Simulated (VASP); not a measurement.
Write the native input for VASP 6.6.1 that does the following.

* Task: single point
* Functional: PBE
* Potentials or basis: VASP PAW PBE potentials, release 64 (Bi_d, Te)
* Cutoff: 520 eV
* k mesh: 12 × 12 × 12
* Occupations: gaussian, width 0.15 eV
* Spin: no spin polarisation
* Dipole correction: no
* Further INCAR settings: ALGO = Fast; EDIFF = 1e-06; NBANDS = 18

The structure of BiTe lies in POSCAR:

```
BiTe
1.0
    0.0000000000      3.2511939987      3.2511939987
    3.2511939987      0.0000000000      3.2511939987
    3.2511939987      3.2511939987      0.0000000000
Bi Te
1 1
Direct
   -0.0101695256      0.0101695256      0.0508664084
    0.5166554195      0.4833445805      0.4166921445
```

The cell isn't the ideal one: mode 4 frozen in at -0.325 Å and mode 5 at -0.217 Å (largest displacements).

These files were run (other wordings do the same):

INCAR

```
  PREC = Accurate
  ENCUT = 520
  EDIFF = 1E-6
  ISMEAR = 0
  SIGMA = 0.15
  LREAL = F
  LASPH = T
  NELM = 100
  ALGO = Fast
  ISIF = 2
  LWAVE = F
  LCHARG = F
  GGA = PE
  NBANDS = 18
```

KPOINTS

```
regular mesh
0
Gamma
  12 12 12
```

Potentials or basis: VASP PAW PBE potentials, release 64 (Bi_d, Te).

Command:

```console
$ cat potpaw_PBE.64/Bi_d/POTCAR potpaw_PBE.64/Te/POTCAR > POTCAR
$ mpirun -np 1 vasp_std > vasp.out
```

Results of the run:

* Pressure: 6.3 GPa
* Largest force: 1.883 eV/Å
* Band gap on the k mesh: none (metal or under the smearing width)

Caveat: spin-orbit coupling is left out, which moves the levels of the heavy elements; forces of over 1 eV/Å show positions far from the minimum, so gaps and moduli don't describe the material at rest.

Run time: 5.9 min on 1 thread of Intel(R) Xeon(R) Platinum 8488C (Sapphire Rapids) (shared host), peak memory 0.67 GiB.
